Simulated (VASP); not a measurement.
A convergence study with VASP on SrTiO3 (cubic perovskite): one setting is varied, all else stays as given below, so the limit is that of these other settings. Each run relaxes cell and ions from the cell shown.

```
CELL_PARAMETERS angstrom
      3.90500     0.00000     0.00000
      0.00000     3.90500     0.00000
      0.00000     0.00000     3.90500
ATOMIC_POSITIONS crystal
  Sr 0.00000 0.00000 0.00000
  Ti 0.50000 0.50000 0.50000
  O  0.50000 0.00000 0.50000
  O  0.00000 0.50000 0.50000
  O  0.50000 0.50000 0.00000
```

Method: PBEsol GGA, VASP's PBE PAW potentials (set 64) (plane waves; VASP). The tightest run used: 700 eV cut-off, 9×9×9 Γ-centred mesh, Gaussian smearing of 0.050 eV, potentials Sr_sv Ti_sv O.

Gaps are read on the run's mesh, which can miss a band edge.

Q: The settings run are 2×2×2 mesh; 3×3×3 mesh; 5×5×5 mesh; 6×6×6 mesh; 7×7×7 mesh; 8×8×8 mesh; 9×9×9 mesh. From which on does the relaxed volume stay within 0.05 Å³/atom of the tightest run?

A: From 3×3×3 mesh on: it is off by 0.022 there and by no more than 0.05 in any finer run, while 2×2×2 mesh is off by 0.160.
```csv
setting,relaxed volume (Å³/atom),E (eV/atom),gap on the mesh (eV),irreducible k-points,difference judged (Å³/atom)
2×2×2 mesh,11.974,-8.2492,1.406,4,0.160
3×3×3 mesh,11.836,-8.3847,2.056,4,0.022
5×5×5 mesh,11.815,-8.4057,1.940,10,0.001
6×6×6 mesh,11.814,-8.4062,1.816,20,0.000
7×7×7 mesh,11.814,-8.4063,1.883,20,0.000
8×8×8 mesh,11.814,-8.4064,1.817,35,0.000
9×9×9 mesh,11.814,-8.4064,1.858,35,0.000
```

Left out are rungs that failed or repeat a setting and relaxations that didn't move; long series are thinned to 24 rows.

The compound is SrTiO3 in the cubic perovskite structure, the ideal cubic form; the compound distorts at low or room temperature.
